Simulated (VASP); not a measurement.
Input:

```
Br
1.0
    2.24022    -3.33533     0.00000
    2.24022     3.33533     0.00000
    0.00000     0.00000     8.72087
Br
4
Direct
  0.86100   0.86100   0.88900
  0.63900   0.63900   0.38900
  0.36100   0.36100   0.61100
  0.13900   0.13900   0.11100
```

Computed with PBE GGA, VASP's PBE PAW potentials (set 64) (plane waves; VASP 6.6.1). Settings: 300 eV cut-off, 5×5×2 Γ-centred mesh, Fermi-Dirac smearing of 0.010 eV, potentials Br.

### Question
Estimate the energy per atom (σ→0), pressure, largest force, band gap (on the k-mesh) with the smallest direct gap where there is one.

### Answer

```json
{
  "band gap (on the k-mesh)": "1.80 eV",
  "smallest direct gap (on the k-mesh)": "1.80 eV",
  "energy per atom (σ→0)": "-1.595 eV/atom",
  "pressure": "1.91 GPa",
  "largest_force": "0.745 eV/Å"
}
```

Total energies compare only between runs with the same potentials, cut-off and functional.

The structure is a typed Br crystal. The cell was not relaxed at this level.
